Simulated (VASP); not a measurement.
These are r2SCAN meta-GGA, VASP's PBE PAW potentials (set 64) (plane waves; VASP) values and carry that method's errors.

Gaps are without spin-orbit coupling.

Task: Order these relaxed crystals by band gap, smallest first: Cd2SeS, P3m1 (156); Rb2H4Pt, P4_2/mnm (136); SrTiO3, Pm-3m (221); HgTe, P3_221 (154).

Result: HgTe, P3_221 (154) (1.01 eV), Cd2SeS, P3m1 (156) (1.22 eV), SrTiO3, Pm-3m (221) (2.26 eV), Rb2H4Pt, P4_2/mnm (136) (3.62 eV)
